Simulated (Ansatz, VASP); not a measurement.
**Cross-check of H9C13O3 (amorphous polyfuran at 500 K) between VASP and Ansatz**

One calculation is typed for both programs; each brings its own data sets. How far apart do they land? The cell is taken from a series of runs on this material, whose earlier steps may have relaxed, scaled, displaced or heated it; both programs get it as it stands.

Calculated with Ansatz 0.2.0; plane waves, with VASP 6.6.1 beside it; single point at PBE.

### Step 1. Starting point

The cell holds 150 atoms: 78 C, 18 O and 54 H. Its edges and angles: a = 12.200 Å, b = 12.200 Å, c = 12.200 Å, α = 90.0°, β = 90.0°, γ = 90.0°. As first built, before any earlier steps moved the atoms (in the runner's words): 3 polyfuran chains of 6 units placed at random, at 1.17 g/cm^3; overlaps pushed apart, then 20 ps at 800 K with MMFF94 bonds, angles, torsions, charges and radii (Halgren, J. Comput. Chem. 17, 490 (1996)) in harmonic and 12-6 forms; charges of ions scaled by 0.8. Snapshot after 30 ps at 500 K and fixed volume.

### Step 2. Ansatz: single point, PBE

Ansatz runs on its default PAW (the set named soft_2) files.

With cell and atoms fixed, the geometry can't cause a difference; cores, projectors, grids and the points listed under the comparison can.

input.yaml

```yaml
crystal:
  lattice:
    - [12.1995, 0.0, 0.0]
    - [0.0, 12.1995, 0.0]
    - [0.0, 0.0, 12.1995]
  atoms:
    - { symbol: C, position: [0.6246, 0.97628, 0.69014] }
    - { symbol: C, position: [0.6386, 0.85863, 0.66345] }
    - { symbol: C, position: [0.5764, 0.76192, 0.66144] }
    - { symbol: C, position: [0.64886, 0.68385, 0.62126] }
    - { symbol: C, position: [0.75382, 0.72762, 0.60868] }
    - { symbol: O, position: [0.74803, 0.83429, 0.64846] }
    - { symbol: C, position: [0.85299, 0.68081, 0.56615] }
    - { symbol: C, position: [0.87055, 0.57986, 0.52623] }
    - { symbol: C, position: [0.98603, 0.56681, 0.53158] }
    - { symbol: C, position: [0.02973, 0.67012, 0.53023] }
    - { symbol: O, position: [0.94846, 0.73682, 0.56885] }
    - { symbol: C, position: [0.13545, 0.70891, 0.51118] }
    - { symbol: C, position: [0.22665, 0.64951, 0.48] }
    - { symbol: C, position: [0.31671, 0.72822, 0.47518] }
    - { symbol: C, position: [0.26845, 0.82629, 0.49357] }
    - { symbol: O, position: [0.16455, 0.81065, 0.54148] }
    - { symbol: C, position: [0.32563, 0.92714, 0.49849] }
    - { symbol: C, position: [0.42423, 0.95832, 0.44641] }
    - { symbol: C, position: [0.4352, 0.07333, 0.47652] }
    - { symbol: C, position: [0.3512, 0.10488, 0.54121] }
    - { symbol: O, position: [0.28349, 0.01609, 0.55573] }
    - { symbol: C, position: [0.32835, 0.21217, 0.5784] }
    - { symbol: C, position: [0.38849, 0.30646, 0.58017] }
    - { symbol: C, position: [0.32461, 0.38338, 0.63444] }
    - { symbol: C, position: [0.22887, 0.33276, 0.66562] }
    - { symbol: O, position: [0.23305, 0.23005, 0.6262] }
    - { symbol: C, position: [0.13953, 0.37841, 0.70864] }
    - { symbol: C, position: [0.0521, 0.32564, 0.74034] }
    - { symbol: C, position: [0.9675, 0.39825, 0.77495] }
    - { symbol: C, position: [0.02307, 0.49476, 0.78401] }
[... 114 atom lines left out ...]
    - { symbol: H, position: [0.58129, 0.54941, 0.08789] }
    - { symbol: H, position: [0.37008, 0.31772, 0.89982] }
    - { symbol: H, position: [0.15025, 0.3533, 0.95763] }
    - { symbol: H, position: [0.08283, 0.54609, 0.13017] }
    - { symbol: H, position: [0.18294, 0.54712, 0.23526] }
    - { symbol: H, position: [0.0969, 0.42222, 0.20234] }
kpoints:
  mp_grid: { grid: [1, 1, 1] }
hamiltonian:
  xc: pbe
scf:
  occupations: { method: fermi_dirac, width: 0.05 }
output:
  forces: true
  eigenvalues: true
  populations: true
  stress: true
```

Started as:

```console
ansatz run input.yaml --threads 4 --pin off --max-ram 8192MiB --backend cpu --events-out ev --progress --plain --runs-dir out
```

Numbers of over 12 decimals in the logs are rounded to 6 here.

Log:

```text
Engine: ansatz 0.2.0, aarch64-unknown-linux-gnu
Pseudopotentials: kind: paw
Pseudopotential: C, paw, valence charge 4, recommended cutoff 420 eV (normal), C.paw.azcp
Pseudopotential: O, paw, valence charge 6, recommended cutoff 420 eV (normal), O.paw.azcp
Pseudopotential: H, paw, valence charge 1, recommended cutoff 420 eV (normal), H.paw.azcp
Functional definition: PBE
  parameter kappa = 0.804
  parameter beta = 0.066725
  exchange = pbe_x(kappa = kappa, mu = beta*pi^2/3)
  correlation = pbe_c(beta = beta)
Crystal: 150 atoms, lattice volume = 1815.625 Å³
Basis set: ecut = 420 eV, 35513 PW (Γ), exchange–correlation on 180×180×180 points (8 copies of the dense FFT grid, shifted against one another)
Bands: 387, of which v1, the nominal top of the filled ones, is band 237 counted from 1 (236 counted from 0)
Symmetry: 1 space group operations
Space group: P1 (ITA 1), of the structure as read, at distance tolerance 1.2e-4 Å
k-points: 1
Non-local potential: C, projectors of the file, l = 0: 2, l = 1: 2, l = 2: 1
Non-local potential: O, projectors of the file, l = 0: 2, l = 1: 2, l = 2: 1
Non-local potential: H, projectors of the file, l = 0: 2, l = 1: 1
PAW form: soft (Blöchl's): semilocal exchange-correlation on the pseudo side does not see the compensation charge
PAW one-centre angular grid: C, 110 points (default); XC on 64 Gauss nodes
PAW one-centre angular grid: O, 110 points (default); XC on 64 Gauss nodes
PAW one-centre angular grid: H, 110 points (default); XC on 64 Gauss nodes
Initial density: superposition of atomic densities (neutral atoms: chi_scale 0, normalization atom), corrected by the library's trained network
Initial wavefunctions: pseudopotential atomic-orbital guess
Functional: x = pbe(κ = 0.804, μ = 0.219515), c = pbe(β = 0.066725)
SCF iter   1: F=—  HF=-30609.465647 eV  |F-HF|=—  |Δ(HF+E_count)|=         —  Δρ=1.09e-2  dr2=2.26e0  ethr=1.77e-3  ⟨swp⟩=6.0  Hψ=1767  notcnv=0  defer=60
preconditioner: auto → Resta (q_TF=auto, 2.181 Å⁻¹)  ε∞=2.6  [insulator: Δε(μ)=1.610 eV  Ē_g=14.521 eV  σ=0.050 eV  W_gap=1.00  n_scr=304 (ndim 8)  ℏωp=18.2 eV  f_vac=0.274  D(μ)=0.00/eV (n_scr^D=0)  ε∞_Penn≈2.6]
SCF iter   2: F=—  HF=-30608.982197 eV  |F-HF|=—  |Δ(HF+E_count)|=   4.83e-1  Δρ=4.76e-3  dr2=3.45e-1  ethr=4.77e-4  ⟨swp⟩=2.0  Hψ=622  notcnv=0  defer=141
SCF iter   3: F=—  HF=-30608.947766 eV  |F-HF|=—  |Δ(HF+E_count)|=   3.44e-2  Δρ=2.03e-3  dr2=8.06e-2  ethr=7.27e-5  ⟨swp⟩=2.0  Hψ=488  notcnv=0  defer=141
SCF iter   4: F=—  HF=-30608.953004 eV  |F-HF|=—  |Δ(HF+E_count)|=   5.24e-3  Δρ=7.04e-4  dr2=1.41e-2  ethr=1.70e-5  ⟨swp⟩=2.0  Hψ=361  notcnv=0  defer=141
SCF iter   5: F=—  HF=-30608.954714 eV  |F-HF|=—  |Δ(HF+E_count)|=   1.71e-3  Δρ=2.98e-4  dr2=2.39e-3  ethr=2.98e-6  ⟨swp⟩=2.0  Hψ=475  notcnv=0  defer=141
SCF iter   6: F=—  HF=-30608.954517 eV  |F-HF|=—  |Δ(HF+E_count)|=   1.97e-4  Δρ=1.07e-4  dr2=2.47e-4  ethr=5.05e-7  ⟨swp⟩=2.0  Hψ=482  notcnv=0  defer=141
SCF iter   7: F=—  HF=-30608.954477 eV  |F-HF|=—  |Δ(HF+E_count)|=   4.00e-5  Δρ=4.94e-5  dr2=5.64e-5  ethr=5.20e-8  ⟨swp⟩=2.0  Hψ=479  notcnv=0  defer=141
SCF iter   8: F=—  HF=-30608.957332 eV  |F-HF|=—  |Δ(HF+E_count)|=   2.86e-3  Δρ=1.57e-5  dr2=5.68e-6  ethr=1.19e-8  ⟨swp⟩=2.0  Hψ=606  notcnv=0  defer=141
SCF iter   9: F=—  HF=-30608.957330 eV  |F-HF|=—  |Δ(HF+E_count)|=   2.53e-6  Δρ=7.80e-6  dr2=1.38e-6  ethr=1.20e-9  ⟨swp⟩=2.0  Hψ=482  notcnv=0  defer=141
SCF iter  10: F=—  HF=-30608.957329 eV  |F-HF|=—  |Δ(HF+E_count)|=   5.10e-7  Δρ=3.16e-6  dr2=2.41e-7  ethr=2.91e-10  ⟨swp⟩=2.0  Hψ=483  notcnv=0  defer=141
SCF iter  11: F=-30608.957329 eV  HF=-30608.957329 eV  |F-HF|=1.61e-8  |Δ(HF+E_count)|=   7.15e-8  Δρ=1.14e-6  dr2=3.35e-8  ethr=2.11e-11  ⟨swp⟩=15.0  Hψ=2339  notcnv=0
SCF 1 converged in 11 iterations: F = -30608.957329 eV  dr2 = 3.35e-8
  greatest PAW one-centre occupation: 0.870 electrons in one spin orbital (limit 2), on the O atom at site 80 (counted from 0), in its partial waves of l = 0
SCF converged after 11 iterations
Free energy (F): -30608.957329 eV
Harris-Foulkes:  -30608.957329 eV  (|F-HF|=1.61e-8)
Internal energy: -30608.957328 eV  (E = F + TS)
E sigma→0 (E₀):  -30608.957328 eV
Entropy (-TS):   -0.000002 eV (-0.000 meV/atom)
Fermi energy:    2.251910 eV
--- Per-component energies (eV) ---
  E_band       = -3741.237143
  E_kinetic    = 11021.890622
  E_local      = -42746.941789  (includes V_loc(G=0)·N_el)
  E_nonlocal   = 3102.502055
  E_hartree    = 16515.324971
  E_xc         = -5536.719033
  E_vxc        = -6925.920671  (∫ρ·V_xc dr)
  E_paw        = -10634.592581  (= ΣΔE_a)
  E_vpaw       = -1223.387508  (= ΣTr[D̂ρ^β])
  E_aug_tail   = -0.028428  (compensation charges beyond the density's cutoff)
  E_ewald      = -2330.393143
  E_smearing   = -0.000002  (= −TS)
  E_closure    = -0.000000  (closes the sum)
  Σ components = -30608.957329   (vs F -30608.957329, Δ=0.00e0)
[...]
atom 127  C      3.32173752    -0.48757238     1.37718888
  atom 128  C     -2.40895016    -2.19278092    -1.47338908
  atom 129  C     -0.48441543    -0.10226258    -0.69415923
  atom 130  C      0.74950535    -0.29857429    -1.30957749
  atom 131  O     -0.38267712     0.11605554     0.56489851
  atom 132  C     -0.29983488    -0.86924394     3.08337116
  atom 133  H     -0.04074642    -0.02943750    -0.83188813
  atom 134  H     -1.04393165     0.32954374     1.43306692
  atom 135  H      0.35242135     0.17601351    -1.28415242
  atom 136  H     -0.05708583     0.10488873    -0.53627674
  atom 137  H      0.11818956     0.20788958     0.15631933
  atom 138  H     -0.21370308    -0.35035791    -0.48203695
  atom 139  H      1.08303989    -1.09922185    -1.64263246
  atom 140  H      0.20698310    -1.19731463    -0.39646387
  atom 141  H      1.43647601     0.06679763    -0.37312500
  atom 142  H     -0.75744228     0.34557702     0.35203649
  atom 143  H      0.07895070     0.47692384    -0.36923007
  atom 144  H     -1.84102687    -0.39641581    -0.58208525
  atom 145  H     -0.39683824     4.56590375     1.41758295
  atom 146  H     -0.62479833     0.64272496     0.11583414
  atom 147  H      0.37767425     0.25586302     0.44372202
  atom 148  H     -0.59647356     0.62210921    -0.74719785
  atom 149  H     -0.58839988    -1.07000696    -1.19266312
  atom 150  H      0.95164453     1.29043868    -0.39570675
  max |Σ_I F_I| component: 1.11e-4 eV/Å
--- Stress (GPa, compression-positive) ---
        1.946213       0.634122       0.291239
        0.634122       6.141462       0.354615
        0.291239       0.354615       3.063949
  P = ⅓ Tr σ = 3.7172 GPa (37.172 kbar)
--- Band table (eV) ---
  k-point 0: bands = [... 233 lower, 0.9332, 1.2614, 1.3502, 1.5231, 2.9947, 3.0474, 3.1886, 3.5549, ... 146 higher]
--- Löwdin populations: 150 sites ---
  site symbol       q [e]
     0      C      4.4769
     1      C      3.7540
     2      C      4.1958
     3      C      4.1871
     4      C      3.8220
     5      O      6.1885
     6      C      3.7712
     7      C      4.2105
     8      C      4.1761
     9      C      3.7985
    10      O      6.1858
    11      C      3.7767
    12      C      4.1879
    13      C      4.1629
    14      C      3.8066
    15      O      6.1886
    16      C      3.7943
    17      C      4.2035
    18      C      4.1779
    19      C      3.8073
    20      O      6.1980
    21      C      3.7937
    22      C      4.1768
    23      C      4.1952
[...]
142      H      0.7864
   143      H      0.8000
   144      H      0.7658
   145      H      0.7812
   146      H      0.7940
   147      H      0.7818
   148      H      0.8012
   149      H      0.8035
  spilling = 0.012658 (of n_electrons = 474.000000)
```

Reading the cycles: dr2 is the Hartree energy of the density residual (eV), the measure of convergence; HF is the Harris–Foulkes estimate of the energy, which meets the free energy F at convergence.

The run ends at a pressure of 3.72 GPa, with forces up to 6.5 eV/Å.

### Step 3. VASP: single point, PBE

The same cell, functional, mesh and smearing now go to VASP, with its own data sets.

Lines of VASP's logs that name or quote its potential files are left out, and so is its time.

INCAR

```
SYSTEM = H9C13O3
PREC = Accurate
ENCUT = 600
EDIFF = 1E-06
NELM = 120
ISMEAR = -1
SIGMA = 0.05
LREAL = Auto
ALGO = Normal
GGA = PE
NBANDS = 342
LORBIT = 11
LWAVE = .FALSE.
LCHARG = .FALSE.
ISIF = 2
LASPH = .TRUE.
GGA_COMPAT = .FALSE.
EFERMI = MIDGAP
```

POSCAR

```
H9C13O3
1.0
   12.1995000000      0.0000000000      0.0000000000
    0.0000000000     12.1995000000      0.0000000000
    0.0000000000      0.0000000000     12.1995000000
C O H
78 18 54
Direct
    0.6246000000      0.9762800000      0.6901400000
    0.6386000000      0.8586300000      0.6634500000
    0.5764000000      0.7619200000      0.6614400000
    0.6488600000      0.6838500000      0.6212600000
    0.7538200000      0.7276200000      0.6086800000
    0.8529900000      0.6808100000      0.5661500000
    0.8705500000      0.5798600000      0.5262300000
    0.9860300000      0.5668100000      0.5315800000
    0.0297300000      0.6701200000      0.5302300000
    0.1354500000      0.7089100000      0.5111800000
    0.2266500000      0.6495100000      0.4800000000
    0.3167100000      0.7282200000      0.4751800000
    0.2684500000      0.8262900000      0.4935700000
    0.3256300000      0.9271400000      0.4984900000
    0.4242300000      0.9583200000      0.4464100000
    0.4352000000      0.0733300000      0.4765200000
    0.3512000000      0.1048800000      0.5412100000
    0.3283500000      0.2121700000      0.5784000000
    0.3884900000      0.3064600000      0.5801700000
    0.3246100000      0.3833800000      0.6344400000
    0.2288700000      0.3327600000      0.6656200000
    0.1395300000      0.3784100000      0.7086400000
    0.0521000000      0.3256400000      0.7403400000
    0.9675000000      0.3982500000      0.7749500000
    0.0230700000      0.4947600000      0.7840100000
    0.9972900000      0.6002700000      0.8161200000
    0.7815900000      0.2601300000      0.5627400000
    0.7132200000      0.2963800000      0.4682700000
    0.6683700000      0.2514400000      0.3816800000
    0.6119900000      0.3410900000      0.3345600000
[... 114 atom lines left out ...]
    0.5812900000      0.5494100000      0.0878900000
    0.3700800000      0.3177200000      0.8998200000
    0.1502500000      0.3533000000      0.9576300000
    0.0828300000      0.5460900000      0.1301700000
    0.1829400000      0.5471200000      0.2352600000
    0.0969000000      0.4222200000      0.2023400000
```

KPOINTS

```
Automatic mesh
0
Gamma
1 1 1
0 0 0
```

The projector-augmented-wave data sets are C, O and H (PBE family, release 64).

Started as:

```console
export OMP_NUM_THREADS=3
mpirun -np 1 vasp_gam
```

Log:

```text
[banner, memory and clock lines left out]
running    1 mpi-ranks, on    1 nodes
[...]
Offloading initialized ...    1 GPUs detected
[...]
LDA part: xc-table for (Slater+PW92), standard interpolation
 POSCAR, INCAR and KPOINTS ok, starting setup
[...]
entering main loop
       N       E                     dE             d eps       ncg     rms          rms(c)
DAV:   1     0.404191527192E+04    0.40419E+04   -0.27062E+05   684   0.144E+03
DAV:   2    -0.617363386229E+03   -0.46593E+04   -0.44397E+04   866   0.325E+02
DAV:   3    -0.107709122847E+04   -0.45973E+03   -0.45489E+03   840   0.105E+02
DAV:   4    -0.108979983838E+04   -0.12709E+02   -0.12630E+02   864   0.192E+01
[...]
DAV:  18    -0.100052005024E+04    0.37211E-05   -0.91843E-06   832   0.762E-03    0.350E-03
DAV:  19    -0.100052004901E+04    0.12244E-05   -0.15551E-06   608   0.413E-03    0.170E-03
DAV:  20    -0.100052004824E+04    0.77225E-06   -0.90333E-07   520   0.296E-03
   1 F= -.10005200E+04 E0= -.10005200E+04  d E =-.151149E-05
```

OUTCAR, selected parts (step 3):

```text
  FREE ENERGIE OF THE ION-ELECTRON SYSTEM (eV)
  ---------------------------------------------------
  free  energy   TOTEN  =     -1000.5200482391 eV

  energy  without entropy=    -1000.5200467276  energy(sigma->0) =    -1000.52004748
```

The run ends at a pressure of 3.85 GPa, with forces up to 6.6 eV/Å.

### Step 4. Comparison

Known differences besides the potentials themselves: the cutoff is 420 eV in Ansatz and 600 eV in VASP (PREC = Accurate, projectors in real space). Total energies have different zeros and are not compared.

The two programs side by side:

```
              quantity  Ansatz   VASP  difference
        pressure (GPa)    3.72   3.85       -0.13
gap on the k mesh (eV)   1.472  1.474      -0.002
```

Forces on 10 of the 150 atoms, those with the largest forces and the largest differences (eV/Å; atoms numbered as in POSCAR):

```
atom          Ansatz x, y, z            VASP x, y, z
 C15    -3.318, 2.429, 2.910    -3.278, 2.395, 2.872
 C18   0.707, -0.755, -0.225   0.862, -0.862, -0.325
 C21    4.276, 0.796, -2.240    4.196, 0.941, -2.150
 C23  -4.774, -4.127, -0.202  -4.781, -4.170, -0.203
 C30  -3.341, -2.452, -5.047  -3.368, -2.454, -5.087
 C31    1.669, -4.442, 0.691    1.566, -4.310, 0.573
 C48   0.517, -0.594, -2.440   0.440, -0.608, -2.639
 C73     0.156, 3.402, 1.552    -0.018, 3.574, 1.598
H102  -3.231, -3.698, -0.107  -3.217, -3.688, -0.117
H145    -0.397, 4.566, 1.418    -0.393, 4.547, 1.414
```

The forces differ by 64 meV/Å r.m.s., which is 4.6 % of the r.m.s. force of 1.388 eV/Å (both taken over all components). A gap on the mesh is an upper bound, since the band edges may lie between its points.

### Step 5. Results

| Item | Value |
| --- | --- |
| r.m.s. force difference (single point, PBE) | 4.6 % of the r.m.s. force |

In words: The r.m.s. force difference is 4.6 % of the r.m.s. force (single point, PBE), beyond the 3 % picked in this series as the mark of a large difference. What causes the difference of the single point, PBE pair stays open here. How closely two codes agree says nothing of how well the functional describes the real material.

[Lines on the potential files, build, host, timing and source positions are cut from VASP's logs without a mark.]

[Logs are printed without paths, hosts, clocks, repeated set-up lines and the standing remarks that a program may print on its own settings, such as how far it seeks lower states.]

[Hosts, paths, dates, database ids (printed as entryN), source tags and the programs' standing remarks are cut or masked in the printed files.]

[The MMFF94 radii named for the starting cell were scaled by 0.96; in molecules described by MMFF94, hydrogen bound to N, O or S took a small fixed 12-6 site in their place.]
